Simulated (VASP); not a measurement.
Method: PBEsol GGA, VASP's PBE PAW potentials (set 64) (plane waves; VASP).

Input for VASP

KPOINTS:
```
k-points along high-symmetry lines
15
Line-mode
Reciprocal
  0.000000   0.000000   0.000000 ! GAMMA
  0.500000   0.000000   0.500000 ! X

  0.500000   0.000000   0.500000 ! X
  0.625000   0.250000   0.625000 ! U

  0.375000   0.375000   0.750000 ! K
  0.000000   0.000000   0.000000 ! GAMMA

  0.000000   0.000000   0.000000 ! GAMMA
  0.500000   0.500000   0.500000 ! L

  0.500000   0.500000   0.500000 ! L
  0.500000   0.250000   0.750000 ! W

  0.500000   0.250000   0.750000 ! W
  0.500000   0.000000   0.500000 ! X
```

**INCAR**
```
EDIFF=1E-7
SIGMA=0.05   ! width (eV)
LORBIT=11   ! lm-projected
PREC=Accurate
ICHARG=11
LWAVE=F
LASPH=T   ! aspherical one-centre terms
ISMEAR=0
SYSTEM=MgO
NELM=100   ! most electronic steps
GGA=PS   ! PBEsol
LREAL=F
ALGO=Normal   ! blocked Davidson
ENCUT=520   ! plane-wave cut-off (eV)
LCHARG=F
```

**POSCAR**
```
MgO
1
    0.0000000000     2.1050000000     2.1050000000
    2.1050000000     0.0000000000     2.1050000000
    2.1050000000     2.1050000000     0.0000000000
Mg O
1 1
Direct
  0.0000000000   0.0000000000   0.0000000000
  0.5000000000   0.5000000000   0.5000000000
```

POTCAR, in this order: Mg O (PBE.64 set). Program: vasp_std. Read from the step before: CHGCAR.

Output of the run:

OSZICAR:
```
       N       E                     dE             d eps       ncg     rms          rms(c)
DAV:   1     0.145324102545E+02    0.14532E+02   -0.45676E+03  1648   0.863E+02
DAV:   2    -0.112306834252E+02   -0.25763E+02   -0.24667E+02  1856   0.132E+02
DAV:   3    -0.115634599257E+02   -0.33278E+00   -0.33278E+00  1656   0.177E+01
DAV:   4    -0.115640057437E+02   -0.54582E-03   -0.54582E-03  1952   0.724E-01
DAV:   5    -0.115640064183E+02   -0.67467E-06   -0.67467E-06  1784   0.189E-02
DAV:   6    -0.115640064192E+02   -0.81525E-09   -0.81521E-09  2040   0.502E-04
   1 F= -.11564006E+02 E0= -.11564006E+02  d E =-.253324E-19
```

OUTCAR:
```
 val. band max:        3.0782586059   @ k =   0.0000   0.0000   0.0000

 cond. band min:       7.7267905707   @ k =   0.0000   0.0000   0.0000



 k-point     1 :       0.0000    0.0000    0.0000
  band No.  band energies     occupation
      1     -14.1353      2.00000
      2       3.0783      2.00000
      3       3.0783      2.00000
      4       3.0783      2.00000
      5       7.7268      0.00000
      6      18.7186      0.00000
      7      18.7186      0.00000
      8      18.7186      0.00000

 k-point     2 :       0.0357    0.0000    0.0357
  band No.  band energies     occupation
      1     -14.1166      2.00000
      2       2.9681      2.00000
      3       3.0574      2.00000
      4       3.0574      2.00000
      5       7.8503      0.00000
      6      18.4113      0.00000
      7      18.7649      0.00000
      8      18.7649      0.00000

 k-point     3 :       0.0714    0.0000    0.0714
  band No.  band energies     occupation
      1     -14.0613      2.00000
      2       2.6711      2.00000
      3       2.9965      2.00000
      4       2.9965      2.00000
      5       8.1877      0.00000
      6      17.7189      0.00000
      7      18.9000      0.00000
      8      18.9000      0.00000

 k-point     4 :       0.1071    0.0000    0.1071
  band No.  band energies     occupation
      1     -13.9717      2.00000
      2       2.2570      2.00000
      3       2.9007      2.00000
      4       2.9007      2.00000
      5       8.6707      0.00000
      6      16.9148      0.00000
      7      19.1138      0.00000
      8      19.1138      0.00000

 k-point     5 :       0.1429    0.0000    0.1429
  band No.  band energies     occupation
      1     -13.8515      2.00000
      2       1.7874      2.00000
      3       2.7773      2.00000
      4       2.7773      2.00000
      5       9.2384      0.00000
      6      16.1136      0.00000
      7      19.3908      0.00000
      8      19.3908      0.00000
...
```

The density is held fixed in this step, so its total energy and stress have no physical meaning.

The compound is MgO in the rock salt structure. The cell was not relaxed at this level.
